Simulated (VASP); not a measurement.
Output of a VASP run:

**OSZICAR**
```
       N       E                     dE             d eps       ncg     rms          rms(c)
DAV:   1     0.108550836992E+03    0.10855E+03   -0.12787E+04  8440   0.119E+03
DAV:   2    -0.272190303368E+01   -0.11127E+03   -0.11000E+03  8950   0.262E+02
DAV:   3    -0.440761863813E+01   -0.16857E+01   -0.16745E+01  9855   0.294E+01
DAV:   4    -0.441681474975E+01   -0.91961E-02   -0.91940E-02  9161   0.227E+00
DAV:   5    -0.441691513434E+01   -0.10038E-03   -0.10038E-03  9551   0.241E-01    0.350E+00
DAV:   6    -0.436785864792E+01    0.49056E-01   -0.93314E-02  8635   0.265E+00    0.242E+00
DAV:   7    -0.435922776982E+01    0.86309E-02   -0.46404E-02  8540   0.186E+00    0.707E-01
DAV:   8    -0.435836216093E+01    0.86561E-03   -0.46026E-03  8509   0.555E-01    0.399E-02
DAV:   9    -0.435836776506E+01   -0.56041E-05   -0.24686E-05  9785   0.470E-02    0.119E-02
DAV:  10    -0.435837339307E+01   -0.56280E-05   -0.70152E-06  8587   0.247E-02    0.300E-03
DAV:  11    -0.435837371160E+01   -0.31853E-06   -0.77346E-07  4480   0.743E-03
   1 F= -.43583737E+01 E0= -.43584300E+01  d E =0.168884E-03
```

File OUTCAR:
```
------------------------ aborting loop because EDIFF is reached ----------------------------------------
  FORCE on cell =-STRESS in cart. coord.  units (eV):
  Direction    XX          YY          ZZ          XY          YZ          ZX
  --------------------------------------------------------------------------------------
  Total        1.7760514      1.7608571      1.0060338     -0.0512762      0.0000000      0.0000000
  in kB       51.3129362     50.8739481     29.0659079     -1.4814516      0.0000000      0.0000000
  external PRESSURE =      43.7509307 kB  Pullay stress =       0.0000000 kB
  volume of cell :       55.45
      direct lattice vectors                 reciprocal lattice vectors
     1.682897000 -2.922257000  0.000000000     0.297106715 -0.171100625  0.000000000
     1.682897000  2.922257000  0.000000000     0.297106715  0.171100625  0.000000000
     0.000000000  0.000000000  5.638107000     0.000000000  0.000000000  0.177364495
 POSITION                                       TOTAL-FORCE (eV/Angst)
 -----------------------------------------------------------------------------------
      1.68290      0.97409      1.40953         0.014914     -0.003414      0.000000
      1.72309     -0.97409      4.22858        -0.014914      0.003414      0.000000
 -----------------------------------------------------------------------------------
    total drift:                               -0.000000     -0.000000     -0.000000
  FREE ENERGIE OF THE ION-ELECTRON SYSTEM (eV)
  ---------------------------------------------------
  free  energy   TOTEN  =        -4.3583737116 eV

  energy  without entropy=       -4.3585425958  energy(sigma->0) =       -4.35843001
```
(Selected blocks of OUTCAR.)

**POSCAR**
```
Tl
1
    1.6828970000    -2.9222570000     0.0000000000
    1.6828970000     2.9222570000     0.0000000000
    0.0000000000     0.0000000000     5.6381070000
Tl
2
Direct
  0.3333330000   0.6666670000   0.2500000000
  0.6786100000   0.3452760000   0.7500000000
```

Q: Reconstruct the remaining input files.

A: This is not unique; one that fits is the input of the run itself, PBE GGA, plane waves, VASP's PBE PAW potentials (set 64).

### INCAR
```
LREAL = .FALSE.
ENCUT = 400   ! plane-wave cut-off (eV)
NELM = 100
ALGO = Normal   ! blocked Davidson
SYSTEM = Tl
GGA = PE   ! PBE
EDIFF = 1E-6   ! SCF stop (eV)
LWAVE = .FALSE.
PREC = Accurate
LCHARG = .FALSE.
LMAXMIX = 4
ISYM = 1
LASPH = .TRUE.   ! aspherical one-centre terms
SIGMA = 0.1   ! width (eV)
ISIF = 2   ! forces and stress, cell fixed
ISMEAR = 1
```

File KPOINTS:
```
Regular mesh
0
Gamma
  11 11 6
```

POTCAR, in this order: Tl_d (PBE.64 set). Program: vasp_std.

The compound is Tl in the hcp structure. The cell was not relaxed at this level, atoms are displaced from their ideal sites. The run is one of a series of settings (ISYM = 1 against the base run), some of them coarse on purpose.
